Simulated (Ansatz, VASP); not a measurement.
# SrTl2Pd2: VASP beside Ansatz

```
Sr Tl Pd
1.0
    -2.23299    2.23299    5.85883
     2.23299   -2.23299    5.85883
     2.23299    2.23299   -5.85883
Sr Tl Pd
1 2 2
Cartesian
  0.0000 0.0000 0.0000
  2.2330 0.0000 2.9294
  0.0000 2.2330 2.9294
  0.0000 0.0000 7.3353
  0.0000 0.0000 4.3824
```

Alike in both runs: task single point; functional PBE; k mesh 6 × 6 × 6; occupations gaussian, width 0.1 eV; no spin polarisation.

|  | VASP | Ansatz |
| --- | --- | --- |
| version | VASP 6.6.1 | Ansatz 0.2.0 |
| potentials or method | VASP PAW PBE potentials, release 64 (Sr_sv, Tl_d, Pd) | scalar-relativistic, plane waves, PAW |
| plane-wave cutoff (eV) | 520 | 420 |
| valence electrons in the cell | 56 | 72 |

VASP gave:

- gap on the k mesh at the Fermi level (eV): none
- pressure (GPa): 8.8
- largest component of the traceless stress (GPa): 3.54
- rms of the force components (eV/Å): 0.726

Q: Estimate Ansatz's values.

A: gap on the k mesh at the Fermi level (eV): none; pressure (GPa): 8.8; largest component of the traceless stress (GPa): 3.52; rms of the force components (eV/Å): 0.723.

Atom by atom the forces differ by 0.003 eV/Å (rms over components). A gap of «none» marks a metal or a gap that the smearing closes. The functional is the same, so the differences come from potentials, cutoffs and numerics. The two sets of potentials don't hold the same shells in valence.

Caveats: forces of over 1 eV/Å show positions far from the minimum, so gaps and moduli don't describe the material at rest. Spin-orbit coupling is left out, which matters for the levels of Tl.
